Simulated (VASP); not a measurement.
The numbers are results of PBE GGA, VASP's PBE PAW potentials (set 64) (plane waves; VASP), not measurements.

A VASP calculation is set up with these files.

### POSCAR
```
YSi
1
   -0.0000000000     3.2433826703     3.2433826703
    3.2433826703    -0.0000000000     3.2433826703
    3.2433826703     3.2433826703     0.0000000000
Y Si
1 1
Direct
  0.0000000000   0.0000000000   0.0000000000
  0.2500000000   0.2500000000   0.2500000000
```

**INCAR**
```
ALGO  =  Normal
EDIFF  =  1E-6
EDIFFG  =  -0.01
ENCUT  =  400
GGA  =  PE
IBRION  =  2
ISIF  =  3
ISMEAR  =  1
LASPH  =  .TRUE.
LCHARG  =  .FALSE.
LMAXMIX  =  4
LREAL  =  .FALSE.
LWAVE  =  .FALSE.
NELM  =  100
NSW  =  60
PREC  =  Accurate
SIGMA  =  0.1
SYSTEM  =  YSi
```

**KPOINTS**
```
Automatic mesh
0
Gamma
9 9 9
0 0 0
```

POTCAR, in this order: Y_sv Si (PBE.64 set). Program: vasp_std.

Output

File OSZICAR:
```
       N       E                     dE             d eps       ncg     rms          rms(c)
DAV:   1     0.340541681652E+02    0.34054E+02   -0.59047E+03   770   0.939E+02
DAV:   2    -0.961486876523E+01   -0.43669E+02   -0.41828E+02   945   0.181E+02
DAV:   3    -0.119635363253E+02   -0.23487E+01   -0.22771E+01  1122   0.313E+01
DAV:   4    -0.121077089523E+02   -0.14417E+00   -0.14317E+00  1052   0.780E+00
DAV:   5    -0.121124469405E+02   -0.47380E-02   -0.47368E-02  1071   0.133E+00    0.222E+01
DAV:   6    -0.111850472264E+02    0.92740E+00   -0.24856E+00   845   0.780E+00    0.152E+01
DAV:   7    -0.111733887338E+02    0.11658E-01   -0.13225E+00  1120   0.533E+00    0.452E+00
DAV:   8    -0.111581621874E+02    0.15227E-01   -0.29174E-01   845   0.306E+00    0.719E-01
DAV:   9    -0.111550106199E+02    0.31516E-02   -0.34063E-02   857   0.110E+00    0.195E-01
DAV:  10    -0.111548935134E+02    0.11711E-03   -0.12475E-03   946   0.277E-01    0.951E-02
DAV:  11    -0.111549187066E+02   -0.25193E-04   -0.43296E-04  1096   0.128E-01    0.467E-02
DAV:  12    -0.111549257488E+02   -0.70422E-05   -0.30584E-05   902   0.526E-02    0.339E-02
DAV:  13    -0.111549270682E+02   -0.13195E-05   -0.16122E-06   760   0.117E-02    0.254E-03
DAV:  14    -0.111549270867E+02   -0.18529E-07   -0.27799E-07   457   0.400E-03
   1 F= -.11154927E+02 E0= -.11154888E+02  d E =-.111549E+02
```

OUTCAR:
```
------------------------ aborting loop because EDIFF is reached ----------------------------------------
  FORCE on cell =-STRESS in cart. coord.  units (eV):
  Direction    XX          YY          ZZ          XY          YZ          ZX
  --------------------------------------------------------------------------------------
  Total       -0.0001461     -0.0001461     -0.0001461      0.0000000      0.0000000     -0.0000000
  in kB       -0.0034302     -0.0034302     -0.0034302      0.0000000      0.0000000     -0.0000000
  external PRESSURE =      -0.0034302 kB  Pullay stress =       0.0000000 kB
  volume of cell :       68.24
      direct lattice vectors                 reciprocal lattice vectors
     0.000000000  3.243382670  3.243382670    -0.154160039  0.154160039  0.154160039
     3.243382670  0.000000000  3.243382670     0.154160039 -0.154160039  0.154160039
     3.243382670  3.243382670  0.000000000     0.154160039  0.154160039 -0.154160039
 POSITION                                       TOTAL-FORCE (eV/Angst)
 -----------------------------------------------------------------------------------
      0.00000      0.00000      0.00000         0.000000      0.000000      0.000000
      1.62169      1.62169      1.62169        -0.000000     -0.000000     -0.000000
 -----------------------------------------------------------------------------------
    total drift:                                0.000000      0.000000      0.000000
  FREE ENERGIE OF THE ION-ELECTRON SYSTEM (eV)
  ---------------------------------------------------
  free  energy   TOTEN  =       -11.1549270867 eV

  energy  without entropy=      -11.1548090329  energy(sigma->0) =      -11.15488774

 reached required accuracy - stopping structural energy minimisation
```
(Selected blocks of OUTCAR.)

The structure was generated: YSi was put into the zinc blende type (F-43m), which need not be its known phase. It was relaxed first, which changed the volume by -19 %. The start is the result of an earlier pass. The electron count is odd and the run is not spin-polarised, which forces a metal.
